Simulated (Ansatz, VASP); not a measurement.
**As2Se: VASP beside Ansatz**

```
CELL_PARAMETERS angstrom
-3.52942 3.52942 2.65357
3.52942 -3.52942 2.65357
3.52942 3.52942 -2.65357
ATOMIC_POSITIONS crystal
As 0.87500 0.12500 0.75000
As 0.37500 0.12500 0.25000
As 0.87500 0.62500 0.75000
As 0.87500 0.12500 0.25000
Se 0.50000 0.50000 0.00000
Se 0.25000 0.75000 0.50000
```

Alike in both runs: task single point; functional PBEsol; k mesh 1 × 1 × 1; occupations gaussian, width 0.1 eV; no spin polarisation.

```csv
,VASP,Ansatz
version,VASP 6.6.1,Ansatz 0.2.0
potentials or method,"VASP PAW PBE potentials, release 64 (As, Se)","scalar-relativistic, plane waves, PAW"
plane-wave cutoff (eV),520,420
valence electrons in the cell,32,92
```

|  | VASP | Ansatz | Ansatz less VASP |
| --- | --- | --- | --- |
| gap on the k mesh at the Fermi level (eV) | 3.24 | 3.24 | -0.001 |
| least direct gap on the mesh (eV) | 3.24 | 3.24 | -0.001 |
| pressure (GPa) | -19.3 | -19.3 | -0.07 |
| largest component of the traceless stress (GPa) | 0.06 | 0.08 | +0.024 |

The two sets of potentials don't hold the same shells in valence.

Caveats: the k mesh is coarse (spacing up to 1.48 Å⁻¹), so the values aren't converged; so large a pressure means that the cell lies far from this level's equilibrium, or that cutoff or potentials fall short (VASP); the potentials were made for another functional, which shifts forces and pressure (VASP); an odd mesh through Γ misses points on the zone boundary, where band edges often lie. PBEsol gaps usually lie below the measured ones, often by a third to a half.
